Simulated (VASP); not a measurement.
All values below come from r2SCAN+rVV10, VASP's PBE PAW potentials (set 64) (plane waves; VASP).

A VASP calculation is set up with these files.

### POSCAR
```
In
1
   -1.6250000000     1.6250000000     2.4750000000
    1.6250000000    -1.6250000000     2.4750000000
    1.6250000000     1.6250000000    -2.4750000000
In
1
Direct
  0.0000000000   0.0000000000   0.0000000000
```

### INCAR
```
# general
SYSTEM   = In
PREC     = Accurate
ENCUT    = 520
LREAL    = F
LASPH    = T

# electronic loop
EDIFF    = 1E-6
NELM     = 100
ALGO     = Normal
LMAXMIX  = 4
LMIXTAU  = T

# smearing
ISMEAR   = 1
SIGMA    = 0.1

# functional
METAGGA  = R2SCAN
LUSE_VDW = T
BPARAM   = 11.95
CPARAM   = 0.0093

# ions
IBRION   = 2
NSW      = 60
ISIF     = 3
EDIFFG   = -0.01

# output
LWAVE    = F
LCHARG   = F
```

KPOINTS:
```
kpoints
0
G
 14 14 14
```

POTCAR, in this order: In_d (PBE.64 set). Program: vasp_std.

Output of the run:

**OUTCAR**
```
 ion  position               nearest neighbor table
   1  0.000  0.000  0.000-
  LATTYP: Found a body centered tetragonal cell.
 ALAT       =     3.2500000000
 C/A-ratio  =     1.5230769231
 Subroutine PRICEL returns:
 Original cell was already a primitive cell.
 Subroutine GETGRP returns: Found 16 space group operations
The static configuration has the point symmetry D_4h.
The dynamic configuration has the point symmetry D_4h.
 Subroutine INISYM returns: Found 16 space group operations
 Subroutine IBZKPT returns following result:
 Found    244 irreducible k-points:

 Following reciprocal coordinates:
            Coordinates               Weight
  0.000000  0.000000  0.000000      1.000000
  0.071429  0.000000  0.000000      8.000000
  0.142857  0.000000  0.000000      8.000000
  0.214286 -0.000000  0.000000      8.000000
  0.285714  0.000000 -0.000000      8.000000
  0.357143  0.000000  0.000000      8.000000
  0.428571 -0.000000  0.000000      8.000000
  0.500000  0.000000 -0.000000      4.000000
  0.071429  0.071429 -0.000000      8.000000
  0.142857  0.071429 -0.000000     16.000000
  0.214286  0.071429  0.000000     16.000000
  0.285714  0.071429  0.000000     16.000000
  0.357143  0.071429  0.000000     16.000000
  0.428571  0.071429  0.000000     16.000000
  0.500000  0.071429 -0.000000     16.000000
 -0.428571  0.071429 -0.000000     16.000000
 -0.357143  0.071429  0.000000     16.000000
 -0.285714  0.071429  0.000000     16.000000
 -0.214286  0.071429  0.000000     16.000000
 -0.142857  0.071429  0.000000     16.000000
 -0.071429  0.071429  0.000000      4.000000
  0.142857  0.142857 -0.000000      8.000000
  0.214286  0.142857 -0.000000     16.000000
  0.285714  0.142857 -0.000000     16.000000
...
```

File OSZICAR:
```
       N       E                     dE             d eps       ncg     rms          rms(c)
DAV:   1     0.513946764824E+02    0.51395E+02   -0.67115E+03  4930   0.168E+03
DAV:   2    -0.218331544871E+02   -0.73228E+02   -0.72239E+02  4980   0.297E+02
DAV:   3    -0.246516403973E+02   -0.28185E+01   -0.28106E+01  5612   0.673E+01
DAV:   4    -0.247206130755E+02   -0.68973E-01   -0.68953E-01  6430   0.105E+01
DAV:   5    -0.247236050030E+02   -0.29919E-02   -0.29917E-02  6142   0.168E+00    0.369E+00
DAV:   6    -0.220788391277E+02    0.26448E+01   -0.16172E+00  5444   0.322E+01    0.143E+00
DAV:   7    -0.221991231713E+02   -0.12028E+00   -0.17666E-01  5044   0.908E+00    0.123E+00
DAV:   8    -0.221777096419E+02    0.21414E-01   -0.10761E-01  4958   0.343E+00    0.261E-01
DAV:   9    -0.222193561541E+02   -0.41647E-01   -0.34676E-02  4946   0.197E+00    0.205E-01
DAV:  10    -0.222148869937E+02    0.44692E-02   -0.22575E-03  5400   0.686E-01    0.141E-01
DAV:  11    -0.222201856968E+02   -0.52987E-02   -0.42558E-03  4998   0.927E-01    0.208E-01
DAV:  12    -0.222212575990E+02   -0.10719E-02   -0.11937E-03  5332   0.600E-01    0.222E-02
DAV:  13    -0.222214154704E+02   -0.15787E-03   -0.11995E-04  5220   0.136E-01    0.204E-02
DAV:  14    -0.222214205947E+02   -0.51243E-05   -0.70578E-06  6492   0.289E-02    0.304E-02
DAV:  15    -0.222214350079E+02   -0.14413E-04   -0.18800E-05  5048   0.551E-02    0.854E-03
DAV:  16    -0.222214413661E+02   -0.63582E-05   -0.51388E-06  5018   0.419E-02    0.105E-02
DAV:  17    -0.222214424317E+02   -0.10656E-05   -0.30470E-07  3064   0.699E-03    0.102E-02
DAV:  18    -0.222214435468E+02   -0.11151E-05   -0.45614E-07  3170   0.746E-03    0.792E-03
DAV:  19    -0.222214441925E+02   -0.64567E-06   -0.39430E-07  2882   0.653E-03
   1 F= -.22221444E+02 E0= -.22221453E+02  d E =-.222214E+02
       N       E                     dE             d eps       ncg     rms          rms(c)
DAV:   1    -0.222654371754E+02   -0.43994E-01   -0.11336E+00  5546   0.243E+01    0.139E+00
DAV:   2    -0.222258832874E+02    0.39554E-01   -0.88696E-02  5514   0.719E+00    0.463E-01
DAV:   3    -0.222216384680E+02    0.42448E-02   -0.15438E-02  6680   0.281E+00    0.270E-01
DAV:   4    -0.222219211586E+02   -0.28269E-03   -0.27705E-03  4892   0.758E-01    0.149E-01
DAV:   5    -0.222214171814E+02    0.50398E-03   -0.24310E-03  4946   0.820E-01    0.597E-02
DAV:   6    -0.222227102291E+02   -0.12930E-02   -0.11750E-03  5188   0.558E-01    0.299E-02
DAV:   7    -0.222226889000E+02    0.21329E-04   -0.50596E-05  5004   0.824E-02    0.230E-02
DAV:   8    -0.222227441955E+02   -0.55296E-04   -0.28675E-05  5002   0.666E-02    0.305E-03
DAV:   9    -0.222227449877E+02   -0.79218E-06   -0.30720E-06  5146   0.261E-02
   2 F= -.22222745E+02 E0= -.22222745E+02  d E =-.130080E-02
       N       E                     dE             d eps       ncg     rms          rms(c)
DAV:   1    -0.222230033967E+02   -0.25920E-03   -0.67153E-03  5574   0.191E+00    0.103E-01
DAV:   2    -0.222227723887E+02    0.23101E-03   -0.50224E-04  5588   0.538E-01    0.359E-02
DAV:   3    -0.222227455253E+02    0.26863E-04   -0.94002E-05  6850   0.221E-01    0.197E-02
DAV:   4    -0.222227506291E+02   -0.51038E-05   -0.13175E-05  4930   0.503E-02    0.121E-02
DAV:   5    -0.222227465722E+02    0.40569E-05   -0.11954E-05  5008   0.597E-02    0.458E-03
DAV:   6    -0.222227531322E+02   -0.65600E-05   -0.83535E-06  5150   0.485E-02    0.233E-03
DAV:   7    -0.222227524756E+02    0.65661E-06   -0.39888E-07  2988   0.811E-03
   3 F= -.22222752E+02 E0= -.22222752E+02  d E =-.130828E-02
       N       E                     dE             d eps       ncg     rms          rms(c)
DAV:   1    -0.222241423861E+02   -0.13893E-02   -0.47602E-02  5650   0.275E+00    0.200E-01
DAV:   2    -0.222232235683E+02    0.91882E-03   -0.16826E-03  5960   0.887E-01    0.123E-01
DAV:   3    -0.222228967054E+02    0.32686E-03   -0.45568E-04  5946   0.645E-01    0.304E-02
DAV:   4    -0.222229400519E+02   -0.43346E-04   -0.16929E-04  4976   0.149E-01    0.253E-02
DAV:   5    -0.222229338525E+02    0.61994E-05   -0.68529E-05  5048   0.117E-01    0.183E-02
DAV:   6    -0.222229452463E+02   -0.11394E-04   -0.39625E-05  4976   0.784E-02    0.515E-03
DAV:   7    -0.222229504577E+02   -0.52113E-05   -0.61541E-06  5000   0.287E-02    0.341E-03
DAV:   8    -0.222229505195E+02   -0.61853E-07   -0.14593E-07  2598   0.476E-03
   4 F= -.22222951E+02 E0= -.22222948E+02  d E =-.198044E-03
       N       E                     dE             d eps       ncg     rms          rms(c)
DAV:   1    -0.222238067202E+02   -0.85626E-03   -0.32435E-02  5674   0.227E+00    0.165E-01
DAV:   2    -0.222231807051E+02    0.62602E-03   -0.11500E-03  5994   0.733E-01    0.102E-01
DAV:   3    -0.222229575353E+02    0.22317E-03   -0.30806E-04  5872   0.531E-01    0.248E-02
DAV:   4    -0.222229876315E+02   -0.30096E-04   -0.11673E-04  4974   0.123E-01    0.210E-02
DAV:   5    -0.222229833927E+02    0.42388E-05   -0.46115E-05  5050   0.959E-02    0.154E-02
DAV:   6    -0.222229908255E+02   -0.74328E-05   -0.27485E-05  4988   0.649E-02    0.408E-03
DAV:   7    -0.222229946153E+02   -0.37899E-05   -0.46343E-06  4970   0.250E-02    0.260E-03
DAV:   8    -0.222229946722E+02   -0.56847E-07   -0.10095E-07  2572   0.395E-03
   5 F= -.22222995E+02 E0= -.22222987E+02  d E =-.242197E-03
```

### OUTCAR
```
------------------------ aborting loop because EDIFF is reached ----------------------------------------
  FORCE on cell =-STRESS in cart. coord.  units (eV):
  Direction    XX          YY          ZZ          XY          YZ          ZX
  --------------------------------------------------------------------------------------
  Total        0.0093193      0.0093193      0.0032162      0.0000000      0.0000000      0.0000000
  in kB        0.5803771      0.5803771      0.2002911      0.0000000      0.0000000      0.0000000
  external PRESSURE =       0.4536818 kB  Pullay stress =       0.0000000 kB
  volume of cell :       25.73
      direct lattice vectors                 reciprocal lattice vectors
    -1.608292042  1.608292042  2.486541864     0.000000000  0.310888811  0.201082478
     1.608292042 -1.608292042  2.486541864     0.310888811  0.000000000  0.201082478
     1.608292042  1.608292042 -2.486541864     0.310888811  0.310888811  0.000000000
 POSITION                                       TOTAL-FORCE (eV/Angst)
 -----------------------------------------------------------------------------------
      0.00000      0.00000      0.00000         0.000000      0.000000      0.000000
 -----------------------------------------------------------------------------------
    total drift:                               -0.000000     -0.000000     -0.000000
  FREE ENERGIE OF THE ION-ELECTRON SYSTEM (eV)
  ---------------------------------------------------
  free  energy   TOTEN  =       -22.2229946722 eV

  energy  without entropy=      -22.2229713840  energy(sigma->0) =      -22.22298691

 reached required accuracy - stopping structural energy minimisation
```
(Selected blocks of OUTCAR.)

File CONTCAR:
```
In
   1.00000000000000
    -1.6082920415236437    1.6082920415236437    2.4865418638451224
     1.6082920415236437   -1.6082920415236437    2.4865418638451224
     1.6082920415236437    1.6082920415236437   -2.4865418638451224
  In
     1
Direct
     0.0000000000000000    0.0000000000000000    0.0000000000000000
```

The compound is In in the bct structure. This run relaxes it. Symmetry was kept, so distortions that lower it aren't found.
